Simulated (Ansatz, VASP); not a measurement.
## CO2 (CO2 (Pa-3)): VASP beside Ansatz

Wanted: the spread between two codes on one cell, functional and k mesh. The cell is taken from a series of runs on this material, whose earlier steps may have relaxed, scaled, displaced or heated it; both programs get it as it stands.

Method: plane waves, with VASP 6.6.1 beside it; relaxation of cell and atoms at r2SCAN, in Ansatz 0.2.0.

**1. The starting structure**

The structure is cubic, space group Pa-3 (No. 205). The conventional cell has a = 5.497 Å, b = 5.497 Å, c = 5.497 Å, α = 90.00°, β = 90.00°, γ = 90.00°. Nearest to C lie 2 O at 1.17 Å. Nearest to O lie 1 C at 1.17 Å. Farther neighbours and most contacts between anions are not listed.

Structure file:

```xyz
12
Lattice="5.4971 0.0000 0.0000 0.0000 5.4971 0.0000 0.0000 0.0000 5.4971" Properties=species:S:1:pos:R:3 pbc="T T T"
C     0.0000    0.0000    0.0000
C     2.7485    0.0000    2.7485
C     2.7485    2.7485    0.0000
C     0.0000    2.7485    2.7485
O     0.6736    0.6736    0.6736
O     2.0749    4.8235    3.4221
O     3.4221    2.0749    4.8235
O     4.8235    3.4221    2.0749
O     4.8235    4.8235    4.8235
O     3.4221    0.6736    2.0749
O     2.0749    3.4221    0.6736
O     0.6736    2.0749    3.4221
```

**2. VASP: relaxation of cell and atoms, r2SCAN**

The relaxed volume is the usual yardstick between codes: in a stiff, nearly cubic crystal its relative difference is about their pressure difference at one cell divided by the bulk modulus.

Lines of VASP's logs that name or quote its potential files are left out, and so is its time.

INCAR

```
SYSTEM = CO2
PREC = Accurate
ENCUT = 660
EDIFF = 1E-07
NELM = 120
ISMEAR = -1
SIGMA = 0.01
LREAL = .FALSE.
ALGO = Normal
METAGGA = R2SCAN
LASPH = .TRUE.
NBANDS = 44
LORBIT = 11
LWAVE = .FALSE.
LCHARG = .FALSE.
ISIF = 3
IBRION = 2
NSW = 80
EDIFFG = -0.005
GGA_COMPAT = .FALSE.
NELMIN = 4
EFERMI = MIDGAP
LMIXTAU = .TRUE.
KPAR = 2
```

POSCAR

```
CO2
1.0
    5.4970730000      0.0000000000      0.0000000000
    0.0000000000      5.4970730000      0.0000000000
    0.0000000000      0.0000000000      5.4970730000
C O
4 8
Direct
    0.0000000000      0.0000000000      0.0000000000
    0.5000000910      0.0000000000      0.5000000910
    0.5000000910      0.5000000910      0.0000000000
    0.0000000000      0.5000000910      0.5000000910
    0.1225370302      0.1225370302      0.1225370302
    0.3774630608      0.8774631518      0.6225369392
    0.6225369392      0.3774630608      0.8774631518
    0.8774631518      0.6225369392      0.3774630608
    0.8774631518      0.8774631518      0.8774631518
    0.6225369392      0.1225370302      0.3774630608
    0.3774630608      0.6225369392      0.1225370302
    0.1225370302      0.3774630608      0.6225369392
```

KPOINTS

```
Automatic mesh
0
Gamma
5 5 5
0 0 0
```

The projector-augmented-wave data sets are C and O (PBE family, release 64).

On the command line:

```
> mpirun -np 2 vasp_std
```

Numbers of over 12 decimals in the logs are rounded to 6 here.

The program printed:

```text
[banner, memory and clock lines left out]
running    2 mpi-ranks, on    1 nodes
 distrk:  each k-point on    1 cores,    2 groups
 distr:  one band on    1 cores,    1 groups

 POSCAR found type information on POSCAR C O
 POSCAR found :  2 types and      12 ions
|                                                                             |
|               ----> ADVICE to this user running VASP <----                  |
|                                                                             |
|     You enforced a specific xc type in the INCAR file but a different       |
|     [... a line on the potential file left out ...]
|     I HOPE YOU KNOW WHAT YOU ARE DOING!                                     |
|                                                                             |

 LDA part: xc-table for (None), standard interpolation
 POSCAR, INCAR and KPOINTS ok, starting setup
 FFT: planning ... GRIDC
 FFT: planning ... GRID_SOFT
 FFT: planning ... GRID
 WAVECAR not read
 entering main loop
       N       E                     dE             d eps       ncg     rms          rms(c)
DAV:   1     0.421733739569E+03    0.42173E+03   -0.38787E+04   968   0.163E+03
DAV:   2    -0.985072541013E+02   -0.52024E+03   -0.50553E+03  1244   0.345E+02
DAV:   3    -0.130402323367E+03   -0.31895E+02   -0.31683E+02  1140   0.881E+01
DAV:   4    -0.130783263977E+03   -0.38094E+00   -0.37934E+00  1144   0.105E+01
DAV:   5    -0.130788861542E+03   -0.55976E-02   -0.55966E-02  1124   0.126E+00    0.175E+01
DAV:   6    -0.110654952889E+03    0.20134E+02   -0.95216E+00  1056   0.157E+01    0.946E+00
DAV:   7    -0.100779158291E+03    0.98758E+01   -0.21435E+00  1060   0.881E+00    0.471E+00
DAV:   8    -0.112026511382E+03   -0.11247E+02   -0.43746E+00  1012   0.961E+00    0.200E+00
DAV:   9    -0.105015471112E+03    0.70110E+01   -0.77346E-01   972   0.564E+00    0.103E+00
DAV:  10    -0.106942601542E+03   -0.19271E+01   -0.45826E-01   968   0.545E+00    0.402E-01
DAV:  11    -0.102297675571E+03    0.46449E+01   -0.50016E-01  1016   0.492E+00    0.235E-01
DAV:  12    -0.102911206215E+03   -0.61353E+00   -0.18131E-01   968   0.327E+00    0.162E-01
DAV:  13    -0.103109258192E+03   -0.19805E+00   -0.43936E-02   976   0.168E+00    0.891E-02
DAV:  14    -0.103108411262E+03    0.84693E-03   -0.37991E-02  1056   0.141E+00    0.113E-01
[...]
DAV:  18    -0.103135268519E+03    0.18893E-03   -0.11404E-04  1052   0.846E-02    0.848E-03
DAV:  19    -0.103135674285E+03   -0.40577E-03   -0.24919E-04   972   0.134E-01    0.493E-03
DAV:  20    -0.103135711740E+03   -0.37455E-04   -0.41592E-05   968   0.534E-02    0.560E-03
DAV:  21    -0.103135719897E+03   -0.81573E-05   -0.84925E-07  1056   0.624E-03    0.488E-03
DAV:  22    -0.103135722249E+03   -0.23514E-05   -0.23007E-07   692   0.388E-03    0.425E-03
DAV:  23    -0.103135724054E+03   -0.18056E-05   -0.43654E-06   968   0.129E-02    0.646E-04
DAV:  24    -0.103135724399E+03   -0.34448E-06   -0.15560E-07   656   0.297E-03    0.542E-04
DAV:  25    -0.103135724486E+03   -0.87438E-07   -0.43848E-08   624   0.158E-03
   1 F= -.10313572E+03 E0= -.10313572E+03  d E =-.103136E+03
[...]
2 F= -.10313512E+03 E0= -.10313512E+03  d E =0.603543E-03
[...]
3 F= -.10313575E+03 E0= -.10313575E+03  d E =-.290234E-04
[...]
4 F= -.10313580E+03 E0= -.10313580E+03  d E =-.450278E-04
[...]
5 F= -.10313590E+03 E0= -.10313590E+03  d E =-.146511E-03
 curvature:  -2.78 expect dE=-0.690E-04 dE for cont linesearch -0.463E-04
 ZBRENT: increasing intervall
 opt :   8.3536  next Energy=  -103.135981 (dE=-0.228E-03)
 bond charge predicted
       N       E                     dE             d eps       ncg     rms          rms(c)
DAV:   1    -0.103142621505E+03   -0.67215E-02   -0.27026E-01   968   0.294E+00    0.594E-01
DAV:   2    -0.103136731122E+03    0.58904E-02   -0.17713E-02   968   0.748E-01    0.167E-01
DAV:   3    -0.103135739977E+03    0.99114E-03   -0.21809E-03  1096   0.260E-01    0.585E-02
DAV:   4    -0.103135860276E+03   -0.12030E-03   -0.52806E-04   968   0.163E-01    0.199E-02
DAV:   5    -0.103135900758E+03   -0.40483E-04   -0.29394E-04   968   0.144E-01    0.156E-02
DAV:   6    -0.103135940165E+03   -0.39406E-04   -0.63105E-05   968   0.687E-02    0.521E-03
DAV:   7    -0.103135942717E+03   -0.25523E-05   -0.21572E-05   976   0.343E-02    0.132E-03
DAV:   8    -0.103135953640E+03   -0.10923E-04   -0.60533E-06   976   0.196E-02    0.409E-04
DAV:   9    -0.103135953723E+03   -0.83108E-07   -0.84105E-07   980   0.731E-03
   6 F= -.10313595E+03 E0= -.10313595E+03  d E =-.200214E-03
 curvature:  -4.89 expect dE=-0.306E-04 dE for cont linesearch -0.831E-06
 trial: gam= 0.01668 g(F)=  0.385E-05 g(S)=  0.241E-05 ort =-0.343E-05 (trialstep = 0.234E+01)
 search vector abs. value=  0.616E-05
 reached required accuracy - stopping structural energy minimisation
```

OUTCAR, selected parts (step 2):

```text
ion  position               nearest neighbor table
   1  0.000  0.000  0.000-   9 1.17   5 1.17
   2  0.500  0.000  0.500-   6 1.17  10 1.17
   3  0.500  0.500  0.000-   7 1.17  11 1.17
   4  0.000  0.500  0.500-   8 1.17  12 1.17
   5  0.123  0.123  0.123-   1 1.17
   6  0.377  0.877  0.623-   2 1.17
   7  0.623  0.377  0.877-   3 1.17
   8  0.877  0.623  0.377-   4 1.17
   9  0.877  0.877  0.877-   1 1.17
  10  0.623  0.123  0.377-   2 1.17
  11  0.377  0.623  0.123-   3 1.17
  12  0.123  0.377  0.623-   4 1.17

  LATTYP: Found a simple cubic cell.
 ALAT       =     5.4970730000

 Subroutine GETGRP returns: Found 24 space group operations
 (whereof  6 operations were pure point group operations)

The static configuration has the point symmetry S_6 .
 The point group associated with its full space group is T_h .

 Found     11 irreducible k-points:

   k-points           NKPTS =     11   k-points in BZ     NKDIM =     11   number of bands    NBANDS=     44

   dimension x,y,z NGX =    48 NGY =   48 NGZ =   48
   dimension x,y,z NGXF=    96 NGYF=   96 NGZF=   96

   ENCUT  =  660.0 eV  48.51 Ry    6.96 a.u.  11.51 11.51 11.51*2*pi/ulx,y,z

   NELECT =      64.0000    total number of electrons

 k-points in reciprocal lattice and weights: Automatic mesh
   0.00000000  0.00000000  0.00000000       0.008
   0.20000000  0.00000000  0.00000000       0.048
   0.40000000  0.00000000  0.00000000       0.048
   0.20000000  0.20000000  0.00000000       0.096
   0.40000000  0.20000000  0.00000000       0.096
  -0.20000000  0.40000000  0.00000000       0.096
   0.40000000  0.40000000  0.00000000       0.096
   0.20000000  0.20000000  0.20000000       0.064
   0.40000000  0.20000000  0.20000000       0.192
   0.40000000  0.40000000  0.20000000       0.192
   0.40000000  0.40000000  0.40000000       0.064

 average (electrostatic) potential at core
       1 -60.5993       2 -60.5993       3 -60.5993       4 -60.5993       5 -81.0184
       6 -81.0184       7 -81.0184       8 -81.0184       9 -81.0184      10 -81.0184
      11 -81.0184      12 -81.0184

 E-fermi :   0.0384

 k-point     1 :       0.0000    0.0000    0.0000
  band No.  band energies     occupation
    ...
     28      -3.9354      2.00000
     29      -3.9354      2.00000
     30      -3.9354      2.00000
     31      -3.7025      2.00000
     32      -3.7025      2.00000
     33       3.7793      0.00000
     34       4.9344      0.00000
     35       4.9344      0.00000
     36       4.9344      0.00000
     37       5.2711      0.00000
    ...

 k-point     2 :       0.2000    0.0000    0.0000
  band No.  band energies     occupation
    ...
     28      -3.9608      2.00000
     29      -3.9583      2.00000
     30      -3.9007      2.00000
     31      -3.7804      2.00000
     32      -3.7149      2.00000
     33       4.0603      0.00000
     34       4.8876      0.00000
     35       5.0007      0.00000
     36       5.0292      0.00000
     37       5.1493      0.00000
    ...

 k-point     3 :       0.4000    0.0000    0.0000
  band No.  band energies     occupation
    ...
     28      -4.0343      2.00000
     29      -4.0291      2.00000
     30      -3.9944      2.00000
     31      -3.8250      2.00000
     32      -3.7555      2.00000
     33       4.8315      0.00000
     34       4.8462      0.00000
     35       4.9410      0.00000
     36       5.1435      0.00000
     37       5.2456      0.00000
    ...

  Total        0.0141250      0.0141250      0.0141250      0.0000000     -0.0000000     -0.0000000
  in kB        0.1371936      0.1371936      0.1371936      0.0000000     -0.0000000     -0.0000000
  external PRESSURE =       0.1371936 kB  Pullay stress =       0.0000000 kB

  energy-cutoff  :      660.00
  volume of cell :      164.96
      direct lattice vectors                 reciprocal lattice vectors
     5.484309795 -0.000000000  0.000000000     0.182338350 -0.000000000  0.000000000
     0.000000000  5.484309795  0.000000000     0.000000000  0.182338350  0.000000000
    -0.000000000  0.000000000  5.484309795    -0.000000000 -0.000000000  0.182338350

 POSITION                                       TOTAL-FORCE (eV/Angst)
 -----------------------------------------------------------------------------------
      0.00000      0.00000      0.00000         0.000000     -0.000000      0.000000
      2.74216     -0.00000      2.74216        -0.000000     -0.000000      0.000000
      2.74216      2.74216      0.00000         0.000000     -0.000000      0.000000
      0.00000      2.74216      2.74216        -0.000000     -0.000000      0.000000
      0.67345      0.67345      0.67345         0.001824      0.001824      0.001824
      2.06871      4.81087      3.41560        -0.001824     -0.001824      0.001824
      3.41560      2.06871      4.81087         0.001824     -0.001824     -0.001824
      4.81087      3.41560      2.06871        -0.001824      0.001824     -0.001824
      4.81087      4.81087      4.81087        -0.001824     -0.001824     -0.001824
      3.41560      0.67345      2.06871         0.001824      0.001824     -0.001824
      2.06871      3.41560      0.67345        -0.001824      0.001824      0.001824
      0.67345      2.06871      3.41560         0.001824     -0.001824      0.001824
 -----------------------------------------------------------------------------------
    total drift:                               -0.000786     -0.001030     -0.002941

  FREE ENERGIE OF THE ION-ELECTRON SYSTEM (eV)
  ---------------------------------------------------
  free  energy   TOTEN  =      -103.1359537233 eV

  energy  without entropy=     -103.1359537233  energy(sigma->0) =     -103.13595372

 reached required accuracy - stopping structural energy minimisation

 total charge
# of ion       s       p       d       tot
------------------------------------------
    1        0.945   1.789   0.000   2.735
    2        0.945   1.789   0.000   2.735
    3        0.945   1.789   0.000   2.735
    4        0.945   1.789   0.000   2.735
    5        1.604   3.584   0.000   5.188
    6        1.604   3.584   0.000   5.188
    7        1.604   3.584   0.000   5.188
    8        1.604   3.584   0.000   5.188
    9        1.604   3.584   0.000   5.188
   10        1.604   3.584   0.000   5.188
   11        1.604   3.584   0.000   5.188
   12        1.604   3.584   0.000   5.188
--------------------------------------------------
tot         16.611  35.829   0.000  52.440

[... 3 further parts left out ...]
```

(Continued in part 2 of 2.)

[Lines on the potential files, build, host, timing and source positions are cut from VASP's logs without a mark.]

[Logs are printed without paths, hosts, clocks, repeated set-up lines and the standing remarks that a program may print on its own settings, such as how far it seeks lower states.]

[Hosts, paths, dates, database ids (printed as entryN), source tags and the programs' standing remarks are cut or masked in the printed files.]
